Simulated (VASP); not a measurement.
The input files of a VASP run:

### KPOINTS
```
Automatic mesh
0
Gamma
4 4 4
0 0 0
```

**POSCAR**
```
Ca2Ge
1
    0.0000000000     3.6648600000     3.6648600000
    3.6648600000     0.0000000000     3.6648600000
    3.6648600000     3.6648600000     0.0000000000
Ca Ge
2 1
Direct
  0.7500000000   0.7500000000   0.7500000000
  0.2500000000   0.2500000000   0.2500000000
  0.0000000000   0.0000000000   0.0000000000
```

INCAR:
```
# general
SYSTEM =Ca2Ge
PREC   =Accurate
ENCUT  =300
LREAL  =.FALSE.
LASPH  =.TRUE.

# electronic loop
EDIFF  =1E-6
NELM   =100
ALGO   =Normal
LMAXMIX=4

# smearing
ISMEAR =0
SIGMA  =0.01

# functional
GGA    =PS

# ions
IBRION =2
NSW    =50
ISIF   =3
EDIFFG =-0.01

# output
LWAVE  =.FALSE.
LCHARG =.FALSE.
```

POTCAR, in this order: Ca_sv Ge_d (PBE.64 set). Program: vasp_std.

Problem. Write an equivalent input for Quantum ESPRESSO's pw.x.

Solution. One equivalent input (not run):
```
&CONTROL
  calculation = 'vc-relax'
  pseudo_dir = './pseudo'
  outdir = './out'
  tprnfor = .true.
  tstress = .true.
  nstep = 50
  forc_conv_thr = 0.00039
/
&SYSTEM
  ibrav = 0
  nat = 3
  ntyp = 2
  ecutwfc = 78
  occupations = 'smearing'
  smearing = 'gaussian'
  degauss = 0.000735
  input_dft = 'pbesol'
/
&ELECTRONS
  conv_thr = 7.3e-08
  electron_maxstep = 100
/
&IONS
/
&CELL
/
ATOMIC_SPECIES
  Ca 40.078 Ca.upf
  Ge 72.630 Ge.upf
CELL_PARAMETERS angstrom
     0.0000000    3.6648600    3.6648600
     3.6648600    0.0000000    3.6648600
     3.6648600    3.6648600    0.0000000
ATOMIC_POSITIONS crystal
  Ca   0.7500000  0.7500000  0.7500000
  Ca   0.2500000  0.2500000  0.2500000
  Ge   0.0000000  0.0000000  0.0000000
K_POINTS automatic
  4 4 4 0 0 0
```
What does not carry over: the potentials are each code's own (VASP's PAW set, PseudoDojo norm-conserving files in pw.x), so ENCUT and ecutwfc are chosen apart and not converted; conv_thr bounds pw.x's estimated SCF error, while EDIFF bounds the energy change between steps; forc_conv_thr acts on force components and is met together with etot_conv_thr.

The structure comes from a computed database's Ca2Ge entry (Fm-3m); how it stands against other phases isn't given here. This run relaxes it. Symmetry was kept, so distortions that lower it aren't found. The run is one of a series of settings (EDIFFG = -0.01, IBRION = 2, ISIF = 3, NSW = 50 against the base run), some of them coarse on purpose.
